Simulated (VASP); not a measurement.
Consider the following.

```
AlFe
1.0
    2.88279     0.00000     0.00000
    0.00000     2.88279     0.00000
    0.00000     0.00000     2.88279
Al Fe
1 1
Direct
  0.50000   0.50000   0.50000
  0.00000   0.00000   0.00000
```

All values below come from optB86b-vdW, VASP's PBE PAW potentials (set 64) (plane waves; VASP). Numerical set-up: 520 eV cut-off, 13×13×13 Γ-centred mesh, first-order Methfessel-Paxton smearing of 0.10 eV, potentials Al Fe.

**Question.** Give the stress tensor in GPa (positive for a compressed cell).

**Answer.** 
```
-5.15   0.00   0.00
 0.00  -5.15   0.00
 0.00   0.00  -5.15
```
The pressure is its mean diagonal, -5.15 GPa.

The compound is FeAl in the CsCl type structure. This cell is one point of a volume scan, at 1.03 of the reference volume. The run is not spin-polarised, so no magnetic state was tried. The electron count is odd and the run is not spin-polarised, which forces a metal.
